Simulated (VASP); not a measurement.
Consider the following.

```
Li2S
1.0
    0.00000     2.88669     2.88669
    2.88669     0.00000     2.88669
    2.88669     2.88669     0.00000
Li S
2 1
Direct
  0.25000   0.25000   0.25000
  0.75000   0.75000   0.75000
  0.00000   0.00000   0.00000
```

All values below come from r2SCAN+rVV10, VASP's PBE PAW potentials (set 64) (plane waves; VASP 6.6.1). Run with 520 eV cut-off, 7×7×7 Γ-centred mesh, Gaussian smearing of 0.050 eV, potentials Li_sv S.

Problem. Give the stress tensor in GPa (positive for a compressed cell).

Solution. 
```
-2.37   0.00   0.00
 0.00  -2.37   0.00
 0.00   0.00  -2.37
```
The pressure is its mean diagonal, -2.37 GPa.

The compound is Li2S in the antifluorite structure. This cell is one point of a volume scan, at 1.06 of the reference volume.
